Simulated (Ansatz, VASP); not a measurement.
# Cross-check of PtSe2 between VASP and Ansatz

One calculation is typed for both programs; each brings its own data sets and cutoff. How far apart do they land? The cell is taken from a series of VASP runs on this material, whose earlier steps may have relaxed, scaled or displaced it; both programs get it as it stands.

Main program and level: Ansatz 0.2.0; plane waves, with VASP 6.6.1 beside it; relaxation of cell and atoms at PBEsol.

### 1. Starting point

Symmetry: P-3m1, No. 164, trigonal system. Conventional cell: a = 3.762 Å, b = 3.762 Å, c = 4.855 Å, α = 90.00°, β = 90.00°, γ = 120.00°. Nearest to Pt lie 6 Se at 2.51 Å. Nearest to Se lie 3 Pt at 2.51 Å. Farther neighbours and most contacts between anions are not listed.

### 2. Ansatz: relaxation of cell and atoms, PBEsol

Ansatz runs on its default PAW (the set named soft_2) files.

The relaxed volume is the usual yardstick between codes: its relative difference is about their pressure difference at one cell divided by the bulk modulus.

Contents of input.yaml:

```yaml
crystal:
  lattice:
    - [3.7616733582, 0.0, 0.0]
    - [-1.8808366791, 3.2577046889, 0.0]
    - [0.0, 0.0, 4.8550337217]
  atoms:
    - { symbol: Pt, position: [0.0, 0.0, 0.0] }
    - { symbol: Se, position: [0.6666666667, 0.3333333333, 0.7388184755] }
    - { symbol: Se, position: [0.3333333333, 0.6666666667, 0.2611815245] }
hamiltonian:
  xc: pbesol
  pseudopotentials: { kind: paw }
kpoints:
  mp_grid: { grid: [14, 14, 10] }
scf:
  occupations: { method: methfessel_paxton, width: 0.15 }
relax:
  f_tol: 0.01
  max_steps: 60
  cell: { stress_tol: 0.05 }
output:
  forces: true
  stress: true
```

Started as:

```bash
$ ansatz run input.yaml --threads 4 --pin off --max-ram 9216MiB --backend cpu --events-out ev --progress --plain --runs-dir out
```

Numbers of over 12 decimals in the logs are rounded to 6 here.

Output:

```text
Engine: ansatz 0.2.0, aarch64-unknown-linux-gnu
Pseudopotentials: kind: paw
Pseudopotential: Pt, paw, valence charge 18, recommended cutoff 420 eV (normal), Pt.paw.azcp
Pseudopotential: Se, paw, valence charge 16, recommended cutoff 420 eV (normal), Se.paw.azcp
Functional definition: PBEsol
  exchange = pbesol_x
  correlation = pbesol_c
Crystal: 3 atoms, lattice volume = 59.496 Å³
Basis set: ecut = 420 eV, 1169 PW (Γ), exchange–correlation on 54×54×72 points (8 copies of the dense FFT grid, shifted against one another)
Bands: 30, of which v1, the nominal top of the filled ones, is band 25 counted from 1 (24 counted from 0)
Symmetry: 12 space group operations
Space group: P-3m1 (ITA 164), of the structure as read, at distance tolerance 3.9e-5 Å
k-points: 208 of 1960
Non-local potential: Pt, projectors of the file, l = 0: 3, l = 1: 2, l = 2: 2, l = 3: 1
Non-local potential: Se, projectors of the file, l = 0: 2, l = 1: 2, l = 2: 3, l = 3: 1
PAW form: soft (Blöchl's): semilocal exchange-correlation on the pseudo side does not see the compensation charge
PAW frozen core: Pt, regenerated for the run's functional, and the local potential with it (the file was generated under x = pbe(κ = 0.804, μ = 0.219515), c = pbe(β = 0.066725))
PAW frozen core: Se, regenerated for the run's functional, and the local potential with it (the file was generated under x = pbe(κ = 0.804, μ = 0.219515), c = pbe(β = 0.066725))
PAW one-centre angular grid: Pt, 590 points (default); XC on 64 Gauss nodes
PAW one-centre angular grid: Se, 590 points (default); XC on 64 Gauss nodes
Initial density: superposition of atomic densities (neutral atoms: chi_scale 0, normalization atom), corrected by the library's trained network
Initial wavefunctions: pseudopotential atomic-orbital guess
Functional: x = pbesol(κ = 0.804, μ = 0.123457), c = pbesol(β = 0.046)
SCF iter   1: F=—  HF=-23233.470048 eV  |F-HF|=—  |Δ(HF+E_count)|=         —  Δρ=3.72e-3  dr2=8.59e-3  ethr=1.77e-3  ⟨swp⟩=5.1  Hψ=23498  notcnv=0
preconditioner: auto → LDOS  [metal: Δε(μ)=0.015 eV  Ē_g=10.076 eV  σ=0.150 eV  W_gap=0.08  n_scr=22 (ndim 8)  ℏωp=22.6 eV  f_vac=0.025  D(μ)=0.76/eV (n_scr^D=2)  β→1.0]
SCF iter   2: F=—  HF=-23233.471228 eV  |F-HF|=—  |Δ(HF+E_count)|=   1.18e-3  S|Δr|=    0.00e0  Δρ=2.53e-3  dr2=4.24e-3  ethr=1.72e-5  ⟨swp⟩=2.0  Hψ=12898  notcnv=0  defer=1
SCF iter   3: F=—  HF=-23233.469409 eV  |F-HF|=—  |Δ(HF+E_count)|=   1.82e-3  S|Δr|=    0.00e0  Δρ=3.24e-4  dr2=7.14e-5  ethr=8.48e-6  ⟨swp⟩=2.0  Hψ=11122  notcnv=0  defer=1
SCF iter   4: F=—  HF=-23233.469401 eV  |F-HF|=—  |Δ(HF+E_count)|=   8.87e-6  S|Δr|=    0.00e0  Δρ=1.00e-4  dr2=1.15e-5  ethr=1.43e-7  ⟨swp⟩=2.0  Hψ=9434  notcnv=0  defer=1
SCF iter   5: F=—  HF=-23233.469399 eV  |F-HF|=—  |Δ(HF+E_count)|=   1.20e-6  S|Δr|=    0.00e0  Δρ=1.94e-5  dr2=1.40e-7  ethr=2.30e-8  ⟨swp⟩=2.0  Hψ=8000  notcnv=0  defer=1
SCF iter   6: F=-23233.469399 eV  HF=-23233.469399 eV  |F-HF|=1.55e-9  |Δ(HF+E_count)|=   1.20e-7  S|Δr|=    0.00e0  Δρ=4.81e-6  dr2=1.24e-8  ethr=2.00e-10  ⟨swp⟩=4.0  Hψ=21719  notcnv=0
SCF 1 converged in 6 iterations: F = -23233.469399 eV  dr2 = 1.24e-8
  greatest PAW one-centre occupation: 1.000 electrons in one spin orbital (limit 2), on the Pt atom at site 0 (counted from 0), in its partial waves of l = 0
relax step   1: F+E_penalty+E_count = -23233.46939946 eV  Δ(F+E_penalty+E_count) = +0.000e0 eV  max|allowed force component| = 1.527e-2 eV/Å  Δτ_max = 0.0000 Å  P = -0.065 GPa  Ω = 59.496 Å³  (6 SCF iters, dr2 threshold 1.00e-7 eV, accepted)
[...]
relax step   2: F+E_penalty+E_count = -23233.46939039 eV  Δ(F+E_penalty+E_count) = +9.061e-6 eV  max|allowed force component| = 1.582e-2 eV/Å  Δτ_max = 0.0038 Å  P = +0.038 GPa  Ω = 59.560 Å³  energy of the carried Pulay correction = -1.323e-5 eV  (5 SCF iters, dr2 threshold 1.51e-8 eV, accepted)
[...]
relax step   3: F+E_penalty+E_count = -23233.46942244 eV  Δ(F+E_penalty+E_count) = -3.204e-5 eV  max|allowed force component| = 8.776e-4 eV/Å  Δτ_max = 0.0017 Å  P = +0.005 GPa  Ω = 59.533 Å³  energy of the carried Pulay correction = -7.600e-6 eV  (4 SCF iters, dr2 threshold 1.93e-8 eV, accepted)
[...]
relax step   4: F+E_penalty+E_count = -23233.46942868 eV  Δ(F+E_penalty+E_count) = -6.238e-6 eV  max|allowed force component| = 8.847e-4 eV/Å  Δτ_max = 0.0000 Å  P = +0.005 GPa  Ω = 59.533 Å³  stress off target by 1.93e-2 GPa  SCF on the basis re-selected at this cell (its energy is not comparable with the rows above)  (4 SCF iters)
basis re-selected at this cell: Δ(F+E_penalty+E_count) = -6.238e-6 eV, ΔP = -0.000 GPa vs the last step (what re-selecting the basis moved, of the pressure what is left beyond the Pulay correction that the steps carried, after the strain that the cell walked since its last selection, with what the two solves' SCF thresholds leave and, on support functions, any second-order correction that the steps lacked; it is no m [...]
SCF converged after 4 iterations
Stability not checked: this state was not tested for a lower state beside it, because cold or Methfessel-Paxton smearing, or corrected tetrahedra, fill the levels in a way that the test cannot read (fill_not_monotonic; see scf.lower_state_search)
Free energy (F): -23233.469429 eV
Harris-Foulkes:  -23233.469429 eV  (|F-HF|=3.64e-12)
Internal energy: -23233.469337 eV  (E = F + TS)
E sigma→0 (E₀):  -23233.469406 eV
Entropy (-TS):   -0.000092 eV (-0.031 meV/atom)
Fermi energy:    13.489656 eV
--- Per-component energies (eV) ---
  E_band       = -947.207803
  E_kinetic    = 874.618511
  E_local      = -6544.708440  (includes V_loc(G=0)·N_el)
  E_nonlocal   = -980.514841
  E_hartree    = 3030.735740
  E_xc         = -467.335325
  E_vxc        = -499.101363  (∫ρ·V_xc dr)
  E_paw        = -13053.770580  (= ΣΔE_a)
  E_vpaw       = 141.027947  (= ΣTr[D̂ρ^β])
  E_aug_tail   = -0.001031  (compensation charges beyond the density's cutoff)
  E_ewald      = -6094.797253
  E_core_change = 2.303882  (= ΣΔE_core)
  E_smearing   = -0.000092  (= −TS)
  E_closure    = -0.000000  (closes the sum)
  Σ components = -23233.469429   (vs F -23233.469429, Δ=0.00e0)
--- Forces (eV/Å), atoms counted from 1 ---
  atom   1  Pt     0.00000000     0.00000000     0.00000000
  atom   2  Se     0.00000000    -0.00000000    -0.00088470
  atom   3  Se    -0.00000000     0.00000000     0.00088470
  max |Σ_I F_I| component: 2.31e-18 eV/Å
--- Stress (GPa, compression-positive) ---
       -0.001677      -0.000000      -0.000000
       -0.000000      -0.001677      -0.000000
       -0.000000      -0.000000       0.019310
  P = ⅓ Tr σ = 0.0053 GPa (0.053 kbar)
--- Relaxed structure (3 steps of the walk, 3 accepted, 1 SCFs on fresh bases) ---
  F+E_penalty+E_count = -23233.46942868 eV   max|allowed force component| = 8.847e-4 eV/Å   (the final SCF, on the basis selected at the relaxed cell)
  cell:  # Å, volume = 59.5326 Å³
    - [3.761198, 0.0, 2.0842856383614681e-19]
    - [-1.880599, 3.257293, -1.0421428191807341e-19]
    - [2.690099882783212e-19, 0, 4.859282]
  atoms:
    - { symbol: Pt, position: [0, 0, 0] }
    - { symbol: Se, position: [0.666667, 0.333333, 0.739246] }
    - { symbol: Se, position: [0.333333, 0.666667, 0.260754] }
```

Wall time 16 s (4 threads of Arm Neoverse V1, shared host); peak memory 0.64 GiB.

### 3. VASP: relaxation of cell and atoms, PBEsol

The same cell, functional, mesh and smearing now go to VASP, with its own data sets and cutoff.

Lines of VASP's logs that name or quote its potential files are left out, and so is its time.

Contents of INCAR:

```
SYSTEM = PtSe2
PREC = Accurate
ENCUT = 520
EDIFF = 1E-07
NELM = 100
ISMEAR = 1
SIGMA = 0.15
LREAL = .FALSE.
ALGO = Normal
GGA = PS
NBANDS = 17
LASPH = .TRUE.
LORBIT = 11
LWAVE = .FALSE.
LCHARG = .FALSE.
KPAR = 4
IBRION = 2
NSW = 50
ISIF = 3
EDIFFG = -0.005
```

Contents of POSCAR:

```
PtSe2
1.0
    3.7616733582      0.0000000000      0.0000000000
   -1.8808366791      3.2577046889      0.0000000000
    0.0000000000      0.0000000000      4.8550337217
Pt Se
1 2
Direct
    0.0000000000      0.0000000000      0.0000000000
    0.6666666667      0.3333333333      0.7388184755
    0.3333333333      0.6666666667      0.2611815245
```

Contents of KPOINTS:

```
Automatic mesh
0
Gamma
14 14 10
0 0 0
```

Potentials, in the order of the species: Pt and Se (PBE family, release 64).

Started as:

```bash
$ mpirun -np 4 vasp_std
```

Output:

```text
[banner, memory and clock lines left out]
running    4 mpi-ranks, on    1 nodes
 distrk:  each k-point on    1 cores,    4 groups
 distr:  one band on    1 cores,    1 groups

 POSCAR found type information on POSCAR PtSe
 POSCAR found :  2 types and       3 ions
|                                                                             |
|               ----> ADVICE to this user running VASP <----                  |
|                                                                             |
|     You enforced a specific xc type in the INCAR file but a different       |
|     [... a line on the potential file left out ...]
|     I HOPE YOU KNOW WHAT YOU ARE DOING!                                     |
|                                                                             |

 LDA part: xc-table for (Slater+PW92), standard interpolation
 POSCAR, INCAR and KPOINTS ok, starting setup
 FFT: planning ... GRIDC
 FFT: planning ... GRID_SOFT
 FFT: planning ... GRID
 WAVECAR not read
 entering main loop
       N       E                     dE             d eps       ncg     rms          rms(c)
DAV:   1     0.109491223577E+03    0.10949E+03   -0.10146E+04  7136   0.114E+03
DAV:   2    -0.119309911704E+02   -0.12142E+03   -0.11774E+03  8929   0.219E+02
DAV:   3    -0.167010697970E+02   -0.47701E+01   -0.47387E+01  8523   0.442E+01
DAV:   4    -0.167352957647E+02   -0.34226E-01   -0.34210E-01  9072   0.407E+00
DAV:   5    -0.167356388646E+02   -0.34310E-03   -0.34308E-03  8951   0.387E-01    0.127E+01
DAV:   6    -0.161592243201E+02    0.57641E+00   -0.48538E+00  7201   0.199E+01    0.779E+00
DAV:   7    -0.159323663834E+02    0.22686E+00   -0.91064E-01  7198   0.958E+00    0.381E+00
DAV:   8    -0.159091034070E+02    0.23263E-01   -0.62826E-02  7734   0.171E+00    0.838E-01
DAV:   9    -0.159060489574E+02    0.30544E-02   -0.75855E-03  8158   0.837E-01    0.207E-01
DAV:  10    -0.159060662492E+02   -0.17292E-04   -0.11306E-03  8092   0.215E-01    0.356E-02
DAV:  11    -0.159060642803E+02    0.19690E-05   -0.50841E-05  9263   0.630E-02    0.221E-02
DAV:  12    -0.159060638847E+02    0.39558E-06   -0.38448E-06  7758   0.154E-02    0.380E-03
DAV:  13    -0.159060639230E+02   -0.38339E-07   -0.58835E-07  9321   0.527E-03
   1 F= -.15906064E+02 E0= -.15906017E+02  d E =-.159061E+02
 curvature:   0.00 expect dE= 0.000E+00 dE for cont linesearch  0.000E+00
 trial: gam= 0.00000 g(F)=  0.824E-07 g(S)=  0.907E-06 ort = 0.000E+00 (trialstep = 0.100E+01)
 search vector abs. value=  0.989E-06
 reached required accuracy - stopping structural energy minimisation
```

OUTCAR, selected parts (step 3):

```text
ion  position               nearest neighbor table
   1  0.000  0.000  0.000-   2 2.51   3 2.51   3 2.51   2 2.51   2 2.51   3 2.51
   2  0.667  0.333  0.739-   1 2.51   1 2.51   1 2.51
   3  0.333  0.667  0.261-   1 2.51   1 2.51   1 2.51

  LATTYP: Found a hexagonal cell.
 ALAT       =     3.7616733582
 C/A-ratio  =     1.2906579757

 Subroutine GETGRP returns: Found 12 space group operations
 (whereof 12 operations were pure point group operations)

The static configuration has the point symmetry D_3d.

 Found    208 irreducible k-points:

   k-points           NKPTS =    208   k-points in BZ     NKDIM =    208   number of bands    NBANDS=     17

   dimension x,y,z NGX =    28 NGY =   28 NGZ =   36
   dimension x,y,z NGXF=    56 NGYF=   56 NGZF=   72

   ENCUT  =  520.0 eV  38.22 Ry    6.18 a.u.   6.99  6.99  9.03*2*pi/ulx,y,z

   NELECT =      22.0000    total number of electrons

 k-points in reciprocal lattice and weights: Automatic mesh
   0.00000000  0.00000000  0.00000000       0.001
   0.07142857 -0.00000000  0.00000000       0.003
   0.14285714  0.00000000  0.00000000       0.003
   0.21428571  0.00000000  0.00000000       0.003
   0.28571429 -0.00000000  0.00000000       0.003
   0.35714286 -0.00000000  0.00000000       0.003
   0.42857143  0.00000000  0.00000000       0.003
   0.50000000  0.00000000  0.00000000       0.002
   0.07142857  0.07142857  0.00000000       0.003
[...]
0.28571429  0.28571429  0.50000000       0.003
   0.35714286  0.28571429  0.50000000       0.003

 average (electrostatic) potential at core
       1 -68.2420       2 -52.5090       3 -52.5090

 E-fermi :   6.5742

 k-point     1 :       0.0000    0.0000    0.0000
  band No.  band energies     occupation
    ...
      6       2.7172      2.00000
      7       2.7172      2.00000
      8       4.0995      2.00000
      9       5.5516      2.00000
     10       5.5516      2.00000
     11       7.3249     -0.00000
     12       7.7548     -0.00000
     13       7.7548     -0.00000
     14       9.8320      0.00000
     15      10.6283      0.00000
    ...

 k-point     2 :       0.0714   -0.0000    0.0000
  band No.  band energies     occupation
    ...
      6       2.6428      2.00000
      7       2.6759      2.00000
      8       3.9768      2.00000
      9       5.3044      2.00000
     10       5.4707      2.00000
     11       6.8994     -0.00895
     12       7.8137     -0.00000
     13       7.9548     -0.00000
     14      10.2474      0.00000
     15      10.9746      0.00000
    ...

 k-point     3 :       0.1429    0.0000    0.0000
  band No.  band energies     occupation
    ...
      7       2.5730      2.00000
      8       3.6187      2.00000
      9       4.8957      2.00000
     10       5.2327      2.00000
     11       6.2429      2.00769
     12       7.9896     -0.00000
     13       8.1209     -0.00000
     14      11.0330      0.00000
     15      11.7470      0.00000
     16      13.2757      0.00000
    ...

  Total        0.0048238      0.0048238      0.0031397     -0.0000000      0.0000000      0.0000000
  in kB        0.1299018      0.1299018      0.0845491     -0.0000000      0.0000000      0.0000000
  external PRESSURE =       0.1147843 kB  Pullay stress =       0.0000000 kB

  energy-cutoff  :      520.00
  volume of cell :       59.50
      direct lattice vectors                 reciprocal lattice vectors
     3.761673358  0.000000000  0.000000000     0.265839137  0.153482297  0.000000000
    -1.880836679  3.257704689  0.000000000     0.000000000  0.306964595  0.000000000
     0.000000000  0.000000000  4.855033722     0.000000000  0.000000000  0.205971793

 POSITION                                       TOTAL-FORCE (eV/Angst)
 -----------------------------------------------------------------------------------
      0.00000      0.00000      0.00000        -0.000000      0.000000      0.000000
      1.88084      1.08590      3.58699        -0.000000      0.000000      0.000924
     -0.00000      2.17180      1.26805         0.000000      0.000000     -0.000924
 -----------------------------------------------------------------------------------
    total drift:                               -0.000000     -0.000000     -0.000000

  FREE ENERGIE OF THE ION-ELECTRON SYSTEM (eV)
  ---------------------------------------------------
  free  energy   TOTEN  =       -15.9060639230 eV

  energy  without entropy=      -15.9059243783  energy(sigma->0) =      -15.90601741

 reached required accuracy - stopping structural energy minimisation

 total charge
# of ion       s       p       d       tot
------------------------------------------
    1        0.674   0.688   8.034   9.396
    2        1.488   2.209   0.072   3.768
    3        1.488   2.209   0.072   3.768
--------------------------------------------------
tot          3.651   5.105   8.177  16.932

[... 3 further parts left out ...]
```

CONTCAR:

```
PtSe2
   1.00000000000000
     3.7616733581999999    0.0000000000000000    0.0000000000000000
    -1.8808366791000000    3.2577046889000001    0.0000000000000000
     0.0000000000000000    0.0000000000000000    4.8550337216999999
  Pt              Se
     1     2
Direct
     0.0000000000000000    0.0000000000000000    0.0000000000000000
     0.6666666667000030    0.3333333332999970    0.7388184754999969
     0.3333333332999970    0.6666666667000030    0.2611815245000031
```

The run keeps the 12 symmetry operations of its start, so it cannot find a distortion of lower symmetry.

### 4. Differences

Known differences besides the potentials themselves: both relaxations stop at a tolerance, which leaves soft axes loose, and VASP keeps its plane-wave basis; the data sets hold 50 valence electrons in Ansatz (default PAW (the set named soft_2) files) and 22 in VASP; the cutoff is 420 eV in Ansatz and 520 eV in VASP; Ansatz makes its cores anew for this functional, VASP keeps those of its PBE data sets; Ansatz adds a Pulay correction to the stress that steers its cell, VASP none. Total energies have different zeros and are not compared.

Compared:

| quantity | Ansatz | VASP | difference |
| --- | --- | --- | --- |
| volume (Å³) | 59.53 | 59.50 | +0.06 % |
| edge a after relaxation, in the typed setting (Å) | 3.761 | 3.762 | -0.01 % |
| edge c after relaxation, in the typed setting (Å) | 4.859 | 4.855 | +0.09 % |

The walks stopped with 0.01 GPa left in Ansatz and 0.01 GPa in VASP; each walk ends within a tolerance, so the volume difference is uncertain by about these residues over the bulk modulus, most in soft cells.

### 5. What came out

| Item | Value |
| --- | --- |
| difference in edge c after relaxation, in the typed setting (relaxation of cell and atoms, PBEsol) | 0.089 % |

The difference in edge c after relaxation, in the typed setting is 0.089 % (relaxation of cell and atoms, PBEsol), within the 1.2 % picked in this series as the mark of a large difference, as far as the stopping tolerances let one tell. Such differences can come from data sets, numerical settings and the points named under the comparisons, not from the functional's error against experiment.

[Lines on the potential files, build, host, timing and source positions are cut from VASP's logs without a mark.]

[Logs are printed without paths, hosts, clocks, repeated set-up lines and the standing remarks that a program may print on its own settings, such as how far it seeks lower states.]

[Hosts, paths, dates, database ids (printed as entryN), source tags and the programs' standing remarks are cut or masked in the printed files.]
